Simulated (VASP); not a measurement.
All values below come from PBEsol GGA, VASP's PBE PAW potentials (set 64) (plane waves; VASP).

Input for VASP

### INCAR
```
! general
SYSTEM   =  LiNbO3
PREC     =  Accurate
ENCUT    =  520
LREAL    =  F
LASPH    =  T
ICHARG   =  11

! electronic loop
EDIFF    =  1E-7
NELM     =  100
ALGO     =  Normal
LMAXMIX  =  4

! smearing
ISMEAR   =  0
SIGMA    =  0.05

! functional
GGA      =  PS

! output
LWAVE    =  F
LCHARG   =  F
LORBIT   =  11
```

POSCAR:
```
LiNbO3
1
    2.5971889634     1.4994880247     4.7210170902
   -2.5971890271     1.4994879143     4.7210170902
    0.0000000637    -2.9989759389     4.7210170902
Li Nb O
2 2 6
Direct
  0.6424663422   0.6424663422   0.6424663422
  0.3575336578   0.3575336578   0.3575336578
  0.8554316460   0.8554316460   0.8554316460
  0.1445683540   0.1445683540   0.1445683540
  0.0435640744   0.4388565071   0.7839446231
  0.9564359256   0.5611434929   0.2160553769
  0.7839446231   0.0435640743   0.4388565071
  0.2160553769   0.9564359257   0.5611434929
  0.4388565071   0.7839446232   0.0435640744
  0.5611434929   0.2160553768   0.9564359256
```

**KPOINTS**
```
k-points along high-symmetry lines
12
Line-mode
Reciprocal
  0.000000   0.000000   0.000000 ! GAMMA
 -0.500000  -0.500000  -0.500000 ! T

 -0.500000  -0.500000  -0.500000 ! T
 -0.500000  -0.232741  -0.767259 ! H_2

 -0.232741   0.232741  -0.500000 ! H_0
  0.000000   0.000000  -0.500000 ! L

  0.000000   0.000000  -0.500000 ! L
  0.000000   0.000000   0.000000 ! GAMMA

  0.000000   0.000000   0.000000 ! GAMMA
  0.000000   0.366371  -0.366371 ! S_0

 -0.366370   0.000000  -0.633630 ! S_2
 -0.500000   0.000000  -0.500000 ! F

 -0.500000   0.000000  -0.500000 ! F
  0.000000   0.000000   0.000000 ! GAMMA
```

POTCAR, in this order: Li_sv Nb_sv O (PBE.64 set). Program: vasp_std. Read from the step before: CHGCAR.

Output of the run:

File OSZICAR:
```
       N       E                     dE             d eps       ncg     rms          rms(c)
DAV:   1     0.772570659435E+03    0.77257E+03   -0.37597E+04  6728   0.179E+03
DAV:   2    -0.134209957204E+01   -0.77391E+03   -0.75618E+03  8192   0.621E+02
DAV:   3    -0.760688266045E+02   -0.74727E+02   -0.73160E+02 10192   0.158E+02
DAV:   4    -0.828143246143E+02   -0.67455E+01   -0.67220E+01 12136   0.455E+01
DAV:   5    -0.831794189856E+02   -0.36509E+00   -0.36499E+00 10232   0.761E+00
DAV:   6    -0.831886090346E+02   -0.91900E-02   -0.91892E-02 11824   0.161E+00
DAV:   7    -0.831888810573E+02   -0.27202E-03   -0.27202E-03  9168   0.241E-01
DAV:   8    -0.831888986297E+02   -0.17572E-04   -0.17572E-04 12432   0.561E-02
DAV:   9    -0.831888993177E+02   -0.68804E-06   -0.68804E-06  8688   0.909E-03
DAV:  10    -0.831888993680E+02   -0.50259E-07   -0.50275E-07  6520   0.239E-03
   1 F= -.83188899E+02 E0= -.83188899E+02  d E =-.779084E-18
```

File OUTCAR:
```
 val. band max:        2.8916279663   @ k =  -0.3636   0.0000  -0.3636

 cond. band min:       6.9059087006   @ k =  -0.5000   0.0000  -0.5000



 k-point     1 :       0.0000    0.0000    0.0000
  band No.  band energies     occupation
      1     -50.9314      2.00000
      2     -50.8413      2.00000
      3     -38.8478      2.00000
      4     -38.8368      2.00000
      5     -27.4821      2.00000
      6     -27.4821      2.00000
      7     -27.1637      2.00000
      8     -26.9823      2.00000
      9     -26.9823      2.00000
     10     -26.9814      2.00000
     11     -13.9052      2.00000
     12     -12.8999      2.00000
     13     -12.8999      2.00000
     14     -12.3434      2.00000
     15     -12.3434      2.00000
     16     -12.3276      2.00000
     17      -1.3184      2.00000
     18      -0.4726      2.00000
     19      -0.4726      2.00000
     20      -0.4689      2.00000
     21      -0.4689      2.00000
     22      -0.0779      2.00000
     23       0.0224      2.00000
     24       0.0224      2.00000
     25       1.0078      2.00000
     26       1.2852      2.00000
     27       1.2852      2.00000
     28       1.6947      2.00000
     29       2.4033      2.00000
     30       2.4033      2.00000
     31       2.4641      2.00000
     32       2.5839      2.00000
     33       2.7178      2.00000
     34       2.7178      2.00000
     35       7.3502      0.00000
     36       7.6318      0.00000
     37       7.8005      0.00000
     38       7.8006      0.00000
     39       8.0494      0.00000
     40       8.0496      0.00000

 k-point     2 :      -0.0455   -0.0455   -0.0455
  band No.  band energies     occupation
      1     -50.9314      2.00000
      2     -50.8413      2.00000
      3     -38.8478      2.00000
      4     -38.8368      2.00000
      5     -27.4821      2.00000
      6     -27.4821      2.00000
      7     -27.1639      2.00000
      8     -26.9823      2.00000
      9     -26.9823      2.00000
...
```

The density is held fixed in this step, so its total energy and stress have no physical meaning.

The structure comes from a computed database's LiNbO3 entry (R-3); how it stands against other phases isn't given here. It was relaxed first, which changed the volume by -6 %.
